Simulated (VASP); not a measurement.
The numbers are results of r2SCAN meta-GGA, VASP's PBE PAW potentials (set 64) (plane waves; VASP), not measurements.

A VASP calculation is set up with these files.

INCAR:
```
! general
SYSTEM   =  Hf
PREC     =  Accurate
ENCUT    =  520
LREAL    =  F   ! projection in real space or not
LASPH    =  T

! electronic loop
EDIFF    =  1E-6
NELM     =  100
ALGO     =  Normal   ! blocked Davidson
LMAXMIX  =  6   ! l cut-off of mixed one-centre charges
LMIXTAU  =  T

! smearing
ISMEAR   =  1   ! Methfessel-Paxton
SIGMA    =  0.1   ! width (eV)

! functional
METAGGA  =  R2SCAN

! ions
IBRION   =  2
NSW      =  60   ! most ionic steps
ISIF     =  3
EDIFFG   =  -0.01

! output
LWAVE    =  F
LCHARG   =  F
```

File POSCAR:
```
Hf
1
    1.5950000000    -2.7626210000     0.0000000000
    1.5950000000     2.7626210000     0.0000000000
    0.0000000000     0.0000000000     5.0500000000
Hf
2
Direct
  0.3333330000   0.6666670000   0.2500000000
  0.6666670000   0.3333330000   0.7500000000
```

### KPOINTS
```
kpoints
0
G
12 12 7
0 0 0
```

POTCAR, in this order: Hf_pv (PBE.64 set). Program: vasp_std.

Output

File OSZICAR:
```
       N       E                     dE             d eps       ncg     rms          rms(c)
DAV:   1    -0.245314431647E+02   -0.24531E+02   -0.12209E+04  2144   0.141E+03
DAV:   2    -0.936719699287E+02   -0.69141E+02   -0.67932E+02  2668   0.283E+02
DAV:   3    -0.959630217127E+02   -0.22911E+01   -0.21898E+01  2908   0.330E+01
DAV:   4    -0.959861854949E+02   -0.23164E-01   -0.23157E-01  2512   0.417E+00
DAV:   5    -0.959866069704E+02   -0.42148E-03   -0.42145E-03  2996   0.439E-01    0.719E+01
DAV:   6    -0.908856316736E+02    0.51010E+01   -0.87650E-01  2194   0.947E+00    0.409E+01
DAV:   7    -0.883085078301E+02    0.25771E+01   -0.21597E+00  2332   0.119E+01    0.582E+00
DAV:   8    -0.912527463707E+02   -0.29442E+01   -0.15442E+00  2248   0.984E+00    0.117E+01
DAV:   9    -0.903488691540E+02    0.90388E+00   -0.30651E-01  2128   0.722E+00    0.302E+00
DAV:  10    -0.906972816266E+02   -0.34841E+00   -0.24127E-01  2128   0.668E+00    0.383E+00
DAV:  11    -0.902938591172E+02    0.40342E+00   -0.19426E-01  2128   0.575E+00    0.107E+00
DAV:  12    -0.903072479235E+02   -0.13389E-01   -0.63541E-03  2776   0.957E-01    0.407E-01
DAV:  13    -0.903043164026E+02    0.29315E-02   -0.22686E-03  2296   0.455E-01    0.538E-01
DAV:  14    -0.903051864190E+02   -0.87002E-03   -0.19115E-04  2614   0.137E-01    0.440E-01
DAV:  15    -0.903037241496E+02    0.14623E-02   -0.62218E-04  2242   0.211E-01    0.213E-01
DAV:  16    -0.903038604517E+02   -0.13630E-03   -0.20534E-04  2488   0.164E-01    0.150E-01
DAV:  17    -0.903038746255E+02   -0.14174E-04   -0.39265E-05  2398   0.750E-02    0.131E-01
DAV:  18    -0.903038653461E+02    0.92793E-05   -0.13946E-05  2500   0.411E-02    0.275E-02
DAV:  19    -0.903038565386E+02    0.88076E-05   -0.43189E-06  2362   0.246E-02    0.334E-02
DAV:  20    -0.903038562389E+02    0.29966E-06   -0.69468E-07  1340   0.821E-03
   1 F= -.90303856E+02 E0= -.90303873E+02  d E =-.903039E+02
       N       E                     dE             d eps       ncg     rms          rms(c)
DAV:   1    -0.903041658512E+02   -0.30931E-03   -0.20910E-02  2152   0.124E+00    0.140E-01
DAV:   2    -0.903039232054E+02    0.24265E-03   -0.40304E-04  2856   0.161E-01    0.635E-02
DAV:   3    -0.903039431095E+02   -0.19904E-04   -0.41829E-05  2596   0.627E-02    0.413E-02
DAV:   4    -0.903039186528E+02    0.24457E-04   -0.74810E-05  2880   0.590E-02    0.277E-02
DAV:   5    -0.903039241814E+02   -0.55286E-05   -0.15431E-05  2542   0.332E-02    0.172E-02
DAV:   6    -0.903039247541E+02   -0.57268E-06   -0.50911E-07  1340   0.704E-03
   2 F= -.90303925E+02 E0= -.90303908E+02  d E =-.685152E-04
```

**OUTCAR**
```
------------------------ aborting loop because EDIFF is reached ----------------------------------------
  FORCE on cell =-STRESS in cart. coord.  units (eV):
  Direction    XX          YY          ZZ          XY          YZ          ZX
  --------------------------------------------------------------------------------------
  Total       -0.0050368     -0.0050368     -0.0007081      0.0000000      0.0000000     -0.0000000
  in kB       -0.1813163     -0.1813163     -0.0254889      0.0000000      0.0000000     -0.0000000
  external PRESSURE =      -0.1293739 kB  Pullay stress =       0.0000000 kB
  volume of cell :       44.51
      direct lattice vectors                 reciprocal lattice vectors
     1.596234542 -2.764759289 -0.000000000     0.313237176 -0.180847570  0.000000000
     1.596234542  2.764759289 -0.000000000     0.313237176  0.180847570  0.000000000
     0.000000000  0.000000000  5.042497890     0.000000000  0.000000000  0.198314411
 POSITION                                       TOTAL-FORCE (eV/Angst)
 -----------------------------------------------------------------------------------
      1.59623      0.92159      1.26062         0.000000      0.000000      0.000000
      1.59623     -0.92159      3.78187        -0.000000     -0.000000      0.000000
 -----------------------------------------------------------------------------------
    total drift:                               -0.000005      0.000184     -0.000015
  FREE ENERGIE OF THE ION-ELECTRON SYSTEM (eV)
  ---------------------------------------------------
  free  energy   TOTEN  =       -90.3039247541 eV

  energy  without entropy=      -90.3038747884  energy(sigma->0) =      -90.30390810

 reached required accuracy - stopping structural energy minimisation
```
(Selected blocks of OUTCAR.)

CONTCAR:
```
Hf
   1.00000000000000
     1.5962345415306425   -2.7647592885667218   -0.0000000000000000
     1.5962345415306425    2.7647592885667218   -0.0000000000000000
     0.0000000000000000    0.0000000000000000    5.0424978897236157
  Hf
     2
Direct
     0.3333330000000032    0.6666669999999968    0.2500000000000000
     0.6666669999999968    0.3333330000000032    0.7500000000000000
```

The compound is Hf in the hcp structure. This run relaxes it. Symmetry was kept, so distortions that lower it aren't found.
